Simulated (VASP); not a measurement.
Data:

```xyz
2
Lattice="2.9680 0.0000 0.0000 0.0000 2.9680 0.0000 0.0000 0.0000 2.9680" Properties=species:S:1:pos:R:3 pbc="T T T"
Cr     0.0000     0.0000     0.0000
Cr     1.4840     1.4840     1.4840
```
Starting moments (μB, in the order of the record's atoms Cr Cr): 2.7 -2.7.

Computed with r2SCAN meta-GGA, VASP's PBE PAW potentials (set 64) (plane waves; VASP). Settings: 520 eV cut-off, 11×11×11 Γ-centred mesh, first-order Methfessel-Paxton smearing of 0.10 eV, potentials Cr_pv.

Q: Predict the cell moment, energy per atom (σ→0), band gap (on the k-mesh) with the smallest direct gap where there is one.

A: 
- band gap (on the k-mesh) = none (metal, semimetal or under 0.01 eV)
- cell moment = 0.00 μB
- energy per atom (σ→0) = -15.074 eV/atom

Q: Give the moment on each site (PAW-sphere projection).

A: 
```json
[
 {"site": "Cr1", "moment (μB)": "2.73"},
 {"site": "Cr2", "moment (μB)": "-2.73"}
]
```

Total energies compare only between runs with the same potentials, cut-off and functional.

The compound is Cr in the bcc, AFM order structure. It was relaxed first, which changed the volume by +9 %. The start is the result of an earlier pass.
